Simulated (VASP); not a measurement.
# Fe2O3 (Hematite): magnetic orders, part 6 of 6

Is Fe2O3 (Hematite) a ferromagnet or an antiferromagnet at this level? The start is a cell from a database of measured crystal structures.

VASP 6.6.1, plane waves and PAW; the level of theory is named at each step.

So far, largest spin moment in the PAW sphere (μB): step 2 (relax in the ferromagnetic state, r2SCAN, DFT+U) 4.57; step 4 (magnetic order, start order AFM 1, signs +-+-) 4.48; step 5 (magnetic order, start order AFM 2, signs +--+) 4.54; step 6 (magnetic order, start order AFM 3, signs ++--) 4.51. The relaxed cell has a = 5.045, c = 13.646 Å (conventional setting).

### Step 9. Summary

This step: collinear magnetic orders, r2SCAN, DFT+U (Fe d 6 eV); plane waves and PAW (VASP 6.6.1).

Derived from the runs above.

This step gave:

```yaml
mean_moment_in_the_lowest_run: 4.479 μB
```

Orders, by row:

```csv
order,signs,energy above the lowest (meV/magnetic atom),total moment (μB),mean moment on carriers (μB),gap on the mesh (eV),"signs at the end, of the atoms given a moment"
fm,++++,120,20,4.57,3.041,++++
afm 1,+-+-,0,0,4.479,3.831,+-+-
afm 2,+--+,86.12,0,4.542,3.496,+--+
afm 3,++--,49.22,0,4.508,3.522,++--
nm,,4250,0,0,0.0579,-
```

### Step 10. Magnetic order, other settings

This step: r2SCAN, DFT+U (Fe d 6 eV), spin-polarised, from parallel moments; plane waves and PAW (Fe, O) (VASP 6.6.1).

The run is repeated with some settings moved, to see what they change.

Contents of INCAR:

```
SYSTEM = Fe2O3
PREC = Normal
ENCUT = 480
EDIFF = 1E-05
NELM = 120
ISMEAR = 0
SIGMA = 0.05
LREAL = .FALSE.
ALGO = Normal
METAGGA = R2SCAN
LASPH = .TRUE.
NBANDS = 49
ISPIN = 2
MAGMOM = 3 3 3 3 0 0 0 0 0 0
LDAU = .TRUE.
LDAUTYPE = 2
LDAUL = 2 -1
LDAUU = 6 0
LDAUJ = 0 0
LDAUPRINT = 1
LMAXMIX = 4
LORBIT = 11
LWAVE = .FALSE.
LCHARG = .FALSE.
KPAR = 2
MAXMIX = 10
```

Contents of POSCAR:

```
Fe2O3
1.0
    2.5223571587      1.4562835846      4.5485234178
   -2.5223571587      1.4562835846      4.5485234178
    0.0000000000     -2.9125671692      4.5485234178
Fe O
4 6
Direct
    0.3528013838      0.3528013838      0.3528013838
    0.1471986162      0.1471986162      0.1471986162
    0.6471986162      0.6471986162      0.6471986162
    0.8528013838      0.8528013838      0.8528013838
    0.5535820417      0.2500000000      0.9464179583
    0.2500000000      0.9464179583      0.5535820417
    0.9464179583      0.5535820417      0.2500000000
    0.4464179583      0.7500000000      0.0535820417
    0.7500000000      0.0535820417      0.4464179583
    0.0535820417      0.4464179583      0.7500000000
```

Contents of KPOINTS:

```
Automatic mesh
0
Gamma
1 1 1
0 0 0
```

PAW data sets: Fe and O (PBE family, release 64).

On the command line:

```bash
> mpirun -np 2 vasp_gam
```

Output:

```text
[... set-up lines as in an earlier step ...]
 entering main loop
       N       E                     dE             d eps       ncg     rms          rms(c)
DAV:   1     0.100183570863E+04    0.10018E+04   -0.34879E+04   204   0.179E+03
DAV:   2     0.785941765555E+02   -0.92324E+03   -0.81204E+03   236   0.474E+02
DAV:   3    -0.119461978572E+03   -0.19806E+03   -0.18330E+03   240   0.230E+02
DAV:   4    -0.133150721211E+03   -0.13689E+02   -0.13605E+02   246   0.653E+01
DAV:   5    -0.133502009024E+03   -0.35129E+00   -0.35114E+00   224   0.103E+01    0.592E+01
DAV:   6    -0.958104382782E+02    0.37692E+02   -0.15873E+02   271   0.150E+02    0.983E+01
DAV:   7    -0.100574864373E+03   -0.47644E+01   -0.22018E+01   224   0.288E+01    0.617E+01
DAV:   8    -0.100631578097E+03   -0.56714E-01   -0.29593E+00   303   0.184E+01    0.424E+01
DAV:   9    -0.100872821070E+03   -0.24124E+00   -0.87197E-01   216   0.954E+00    0.851E+00
DAV:  10    -0.100889229959E+03   -0.16409E-01   -0.25413E-01   280   0.448E+00    0.283E+00
DAV:  11    -0.100891405129E+03   -0.21752E-02   -0.92102E-02   248   0.289E+00    0.127E+00
DAV:  12    -0.100886737192E+03    0.46679E-02   -0.69781E-02   232   0.349E+00    0.485E-01
DAV:  13    -0.100887267792E+03   -0.53060E-03   -0.12346E-02   256   0.766E-01    0.287E-01
DAV:  14    -0.100887536976E+03   -0.26918E-03   -0.46000E-04   296   0.217E-01    0.927E-02
DAV:  15    -0.100887652407E+03   -0.11543E-03   -0.37595E-04   248   0.237E-01    0.944E-02
DAV:  16    -0.100887711047E+03   -0.58640E-04   -0.72768E-05   224   0.121E-01    0.435E-02
DAV:  17    -0.100887701936E+03    0.91115E-05   -0.41318E-05   240   0.745E-02
   1 F= -.10088770E+03 E0= -.10088770E+03  d E =-.659804E-11  mag=    20.0000
```

It took 25 s on 2 MPI ranks of Intel Xeon 6975P-C (Granite Rapids), shared host; peak memory 0.36 GiB; 48 s of CPU time.

Parts of OUTCAR (step 10):

```text
   k-points           NKPTS =      1   k-points in BZ     NKDIM =      1   number of bands    NBANDS=     49

   NELECT =      68.0000    total number of electrons

atom =   1  type =  1  l = 2

 onsite density matrix

spin component  1

  1.0306 -0.0457  0.0000 -0.0045 -0.0000
 -0.0457  1.0520 -0.0000  0.0000 -0.0045
  0.0000 -0.0000  0.9917  0.0000  0.0000
 -0.0045  0.0000  0.0000  1.0520  0.0457
 -0.0000 -0.0045  0.0000  0.0457  1.0306

spin component  2

  0.1270 -0.1014 -0.0000 -0.0142  0.0000
 -0.1014  0.1716 -0.0000 -0.0000 -0.0142
 -0.0000 -0.0000  0.0506  0.0000  0.0000
 -0.0142 -0.0000  0.0000  0.1716  0.1014
  0.0000 -0.0142  0.0000  0.1014  0.1270

 occupancies and eigenvectors

  o =  0.0446  v =  0.0000  0.0000  0.0000  0.0000  0.0000 -0.1081 -0.0003 -0.0000 -0.6272  0.7713      0.0000  0.0000  0.0000  0.0000  0.0000  0.0000  0.0000  0.0000  0.0000  0.0000
  o =  0.0446  v =  0.0000  0.0000  0.0000  0.0000  0.0000  0.7713  0.6272 -0.0000 -0.0003  0.1081      0.0000  0.0000  0.0000  0.0000  0.0000  0.0000  0.0000  0.0000  0.0000  0.0000
  o =  0.0506  v =  0.0000  0.0000  0.0000  0.0000  0.0000  0.0000  0.0000  1.0000 -0.0000  0.0000      0.0000  0.0000  0.0000  0.0000  0.0000  0.0000  0.0000  0.0000  0.0000  0.0000
  o =  0.2540  v =  0.0000  0.0000  0.0000  0.0000  0.0000  0.0867  0.0000 -0.0000 -0.7788 -0.6212      0.0000  0.0000  0.0000  0.0000  0.0000  0.0000  0.0000  0.0000  0.0000  0.0000
  o =  0.2540  v =  0.0000  0.0000  0.0000  0.0000  0.0000 -0.6212  0.7788 -0.0000  0.0000 -0.0867      0.0000  0.0000  0.0000  0.0000  0.0000  0.0000  0.0000  0.0000  0.0000  0.0000
  o =  0.9917  v = -0.0000  0.0000 -1.0000 -0.0000  0.0000  0.0000  0.0000  0.0000  0.0000  0.0000      0.0000  0.0000  0.0000  0.0000  0.0000  0.0000  0.0000  0.0000  0.0000  0.0000
  o =  0.9941  v = -0.0764  0.0000  0.0000 -0.6216  0.7796  0.0000  0.0000  0.0000  0.0000  0.0000      0.0000  0.0000  0.0000  0.0000  0.0000  0.0000  0.0000  0.0000  0.0000  0.0000
  o =  0.9941  v = -0.7796 -0.6216 -0.0000 -0.0000 -0.0764  0.0000  0.0000  0.0000  0.0000  0.0000      0.0000  0.0000  0.0000  0.0000  0.0000  0.0000  0.0000  0.0000  0.0000  0.0000
  o =  1.0884  v =  0.0606  0.0000 -0.0000 -0.7833 -0.6187  0.0000  0.0000  0.0000  0.0000  0.0000      0.0000  0.0000  0.0000  0.0000  0.0000  0.0000  0.0000  0.0000  0.0000  0.0000
  o =  1.0884  v = -0.6187  0.7833 -0.0000  0.0000 -0.0606  0.0000  0.0000  0.0000  0.0000  0.0000      0.0000  0.0000  0.0000  0.0000  0.0000  0.0000  0.0000  0.0000  0.0000  0.0000

atom =   2  type =  1  l = 2

 onsite density matrix

spin component  1

  1.0306  0.0457 -0.0000 -0.0045  0.0000
  0.0457  1.0520 -0.0000 -0.0000 -0.0045
 -0.0000 -0.0000  0.9917 -0.0000  0.0000
 -0.0045 -0.0000 -0.0000  1.0520 -0.0457
  0.0000 -0.0045  0.0000 -0.0457  1.0306

spin component  2

  0.1270  0.1014  0.0000 -0.0142 -0.0000
  0.1014  0.1716 -0.0000  0.0000 -0.0142
  0.0000 -0.0000  0.0506 -0.0000  0.0000
 -0.0142  0.0000 -0.0000  0.1716 -0.1014
 -0.0000 -0.0142  0.0000 -0.1014  0.1270

 occupancies and eigenvectors

  o =  0.0446  v =  0.0000  0.0000  0.0000  0.0000  0.0000 -0.1082  0.0004  0.0000 -0.6272 -0.7713      0.0000  0.0000  0.0000  0.0000  0.0000  0.0000  0.0000  0.0000  0.0000  0.0000
  o =  0.0446  v =  0.0000  0.0000  0.0000  0.0000  0.0000  0.7713 -0.6272  0.0000 -0.0004 -0.1082      0.0000  0.0000  0.0000  0.0000  0.0000  0.0000  0.0000  0.0000  0.0000  0.0000
  o =  0.0506  v =  0.0000  0.0000  0.0000  0.0000  0.0000 -0.0000  0.0000  1.0000  0.0000  0.0000      0.0000  0.0000  0.0000  0.0000  0.0000  0.0000  0.0000  0.0000  0.0000  0.0000
  o =  0.2540  v =  0.0000  0.0000  0.0000  0.0000  0.0000  0.0867 -0.0000  0.0000 -0.7788  0.6212      0.0000  0.0000  0.0000  0.0000  0.0000  0.0000  0.0000  0.0000  0.0000  0.0000
[...]
o =  0.0506  v =  0.0000  0.0000  0.0000  0.0000  0.0000 -0.0000  0.0000  1.0000  0.0000  0.0000      0.0000  0.0000  0.0000  0.0000  0.0000  0.0000  0.0000  0.0000  0.0000  0.0000
  o =  0.2540  v =  0.0000  0.0000  0.0000  0.0000  0.0000  0.0867 -0.0000  0.0000 -0.7788  0.6212      0.0000  0.0000  0.0000  0.0000  0.0000  0.0000  0.0000  0.0000  0.0000  0.0000
  o =  0.2540  v =  0.0000  0.0000  0.0000  0.0000  0.0000 -0.6212 -0.7788  0.0000  0.0000  0.0867      0.0000  0.0000  0.0000  0.0000  0.0000  0.0000  0.0000  0.0000  0.0000  0.0000
  o =  0.9917  v =  0.0000  0.0000 -1.0000  0.0000  0.0000  0.0000  0.0000  0.0000  0.0000  0.0000      0.0000  0.0000  0.0000  0.0000  0.0000  0.0000  0.0000  0.0000  0.0000  0.0000
  o =  0.9941  v = -0.0764  0.0000 -0.0000 -0.6216 -0.7796  0.0000  0.0000  0.0000  0.0000  0.0000      0.0000  0.0000  0.0000  0.0000  0.0000  0.0000  0.0000  0.0000  0.0000  0.0000
  o =  0.9941  v = -0.7796  0.6216  0.0000  0.0000  0.0764  0.0000  0.0000  0.0000  0.0000  0.0000      0.0000  0.0000  0.0000  0.0000  0.0000  0.0000  0.0000  0.0000  0.0000  0.0000
  o =  1.0884  v =  0.0606 -0.0000  0.0000 -0.7833  0.6187  0.0000  0.0000  0.0000  0.0000  0.0000      0.0000  0.0000  0.0000  0.0000  0.0000  0.0000  0.0000  0.0000  0.0000  0.0000
  o =  1.0884  v = -0.6187 -0.7833  0.0000  0.0000  0.0606  0.0000  0.0000  0.0000  0.0000  0.0000      0.0000  0.0000  0.0000  0.0000  0.0000  0.0000  0.0000  0.0000  0.0000  0.0000

 E-fermi :   3.3961

 spin component 1
 k-point     1 :       0.0000    0.0000    0.0000
  band No.  band energies     occupation
    ...
     41       2.7791      1.00000
     42       2.7791      1.00000
     43       3.1607      1.00000
     44       3.1607      1.00000
     45       8.6168      0.00000
     46      12.4228      0.00000
     47      14.4754      0.00000
     48      15.1252      0.00000
     49      15.6198      0.00000
 Fermi energy:         3.3961400024

 spin component 2
 k-point     1 :       0.0000    0.0000    0.0000
  band No.  band energies     occupation
    ...
     20       1.8938      1.00000
     21       1.8938      1.00000
     22       2.7524      1.00000
     23       2.7524      1.00000
     24       2.9660      1.00000
     25       6.4009      0.00000
     26       6.4009      0.00000
     27       6.5152      0.00000
     28       6.8542      0.00000
     29       6.8542      0.00000
    ...

  Total       -0.7715438     -0.7715438      1.8066456     -0.0000000      0.0000000     -0.0000000
  in kB      -12.3309617    -12.3309617     28.8741586     -0.0000000      0.0000000     -0.0000000
  external PRESSURE =       1.4040784 kB  Pullay stress =       0.0000000 kB

 POSITION                                       TOTAL-FORCE (eV/Angst)
 -----------------------------------------------------------------------------------
      0.00000      0.00000      4.81418         0.000000     -0.000000      0.814583
      0.00000      0.00000      2.00861         0.000000     -0.000000     -0.814583
      0.00000      0.00000      8.83139         0.000000     -0.000000     -0.814583
      0.00000      0.00000     11.63696         0.000000     -0.000000      0.814583
      0.76574     -1.58626      7.95992         0.120593      0.208874     -0.000000
     -1.75661      0.12998      7.95992         0.120593     -0.208874     -0.000000
      0.99087      1.45628      7.95992        -0.241187      0.000000      0.000000
     -0.76574      1.58626      5.68565        -0.120593     -0.208874     -0.000000
      1.75661     -0.12998      5.68565        -0.120593      0.208874     -0.000000
     -0.99087     -1.45628      5.68565         0.241187      0.000000     -0.000000
 -----------------------------------------------------------------------------------
    total drift:                                0.000000     -0.000000      0.000000

  FREE ENERGIE OF THE ION-ELECTRON SYSTEM (eV)
  ---------------------------------------------------
  free  energy   TOTEN  =      -100.8877019357 eV

  energy  without entropy=     -100.8877019357  energy(sigma->0) =     -100.88770194

 magnetization (x)
# of ion       s       p       d       tot
------------------------------------------
    1        0.017   0.028   4.497   4.542
    2        0.017   0.028   4.497   4.542
    3        0.017   0.028   4.497   4.542
    4        0.017   0.028   4.497   4.542
    5        0.014   0.285   0.000   0.299
    6        0.014   0.285   0.000   0.299
    7        0.014   0.285   0.000   0.299
    8        0.014   0.285   0.000   0.299
    9        0.014   0.285   0.000   0.299
   10        0.014   0.285   0.000   0.299
--------------------------------------------------
tot          0.154   1.822  17.987  19.963

[... 7 parts as in an earlier step ...]

[... 4 further parts left out ...]
```

Settings moved on purpose: MAXMIX = 10 and a k-mesh of 1×1×1 in place of 4×4×4. The run ended without an error; the comparison shows what it cost.

Against the run that it repeats, EDIFF and AMIX also differ.

Side by side:

```csv
quantity,this run,the run it repeats,difference
energy at zero smearing (eV),-100.89,-102.07,1.18
free energy (TOTEN) (eV),-100.89,-102.07,1.18
Fermi energy (eV),3.3961,3.2958,0.100
gap on the k-mesh (eV),3.2402,3.041,0.199
electronic cycles,17,19,-2
```

The two runs differ clearly in the gap on the k-mesh: 3.24 eV against 3.04 eV.

The total energy moves by 118.4 meV an atom.

### Step 11. Summary of results

```
mean moment in the lowest run : 4.48 μB
```

In 1 of the runs the charge density had not settled when EDIFF was met, so its numbers are doubtful. The lowest run started as afm 1 and holds 4.48 μB on average over the atoms that were given a moment; the next state, from afm 3, lies 49.2 meV a magnetic atom higher. It ends with the signs +-+- and a net moment of 0.00 μB a cell: opposed moments that cancel. The cell was not relaxed for each state; the pressures of the magnetic ones run from -2.3 to -0.1 GPa, which can move the order. No couplings are given: pair constants of the nearest shells miss the energies by 39 meV a magnetic atom. No other collinear orders were tried, and their comparison leaves spin-orbit coupling out.

[Lines on the potential files, build, host, timing and source positions are cut from VASP's logs without a mark.]

[Logs are printed without paths, hosts, clocks, repeated set-up lines and the standing remarks that a program may print on its own settings, such as how far it seeks lower states.]

[Hosts, paths, dates, database ids (printed as entryN), source tags and the programs' standing remarks are cut or masked in the printed files.]

[In band tables of VASP the shares of atoms and orbitals are scaled to a sum of 1 inside the atoms' spheres.]

[Runs that stopped without an error message from VASP are left out.]
